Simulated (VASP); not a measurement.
OSZICAR of a VASP run on Ca (fcc):

**OSZICAR**
```
       N       E                     dE             d eps       ncg     rms          rms(c)
DAV:   1     0.632478184152E+02    0.63248E+02   -0.51443E+03  1296   0.100E+03
DAV:   2    -0.562313349645E+00   -0.63810E+02   -0.63508E+02  1339   0.229E+02
DAV:   3    -0.189046438411E+01   -0.13282E+01   -0.13157E+01  2041   0.339E+01
DAV:   4    -0.193555936224E+01   -0.45095E-01   -0.45074E-01  1872   0.506E+00
DAV:   5    -0.193684839672E+01   -0.12890E-02   -0.12885E-02  2152   0.495E-01    0.221E+00
DAV:   6    -0.192968351824E+01    0.71649E-02   -0.11980E-02  1669   0.138E+00    0.135E+00
DAV:   7    -0.192775262364E+01    0.19309E-02   -0.17329E-02  1662   0.182E+00    0.103E-01
DAV:   8    -0.192731797703E+01    0.43465E-03   -0.21784E-03  1609   0.496E-01    0.197E-02
DAV:   9    -0.192732790626E+01   -0.99292E-05   -0.11001E-04  1933   0.861E-02    0.531E-03
DAV:  10    -0.192732875647E+01   -0.85022E-06   -0.63743E-06  1820   0.276E-02    0.904E-04
DAV:  11    -0.192732823053E+01    0.52594E-06   -0.29636E-07  2046   0.584E-03    0.356E-04
DAV:  12    -0.192732817398E+01    0.56555E-07   -0.20694E-08  1031   0.112E-03
   1 F= -.20776894E+01 E0= -.20774491E+01  d E =-.720891E-03
```

**Question.** Which electronic solver shows in the log?

**Answer.** It is blocked Davidson (ALGO = Normal, or the opening steps of other solvers). The INCAR had ALGO = Normal.

**Question.** Can the final energy be trusted as converged?

**Answer.** The calculation finished and met its thresholds. It stopped with EDIFF = 1E-7, NELM = 100 (PBE GGA with D3 dispersion (zero damping), plane waves, VASP's PBE PAW potentials (set 64)).

The compound is Ca in the fcc structure. This cell is one point of a volume scan, at 1.03 of the reference volume.
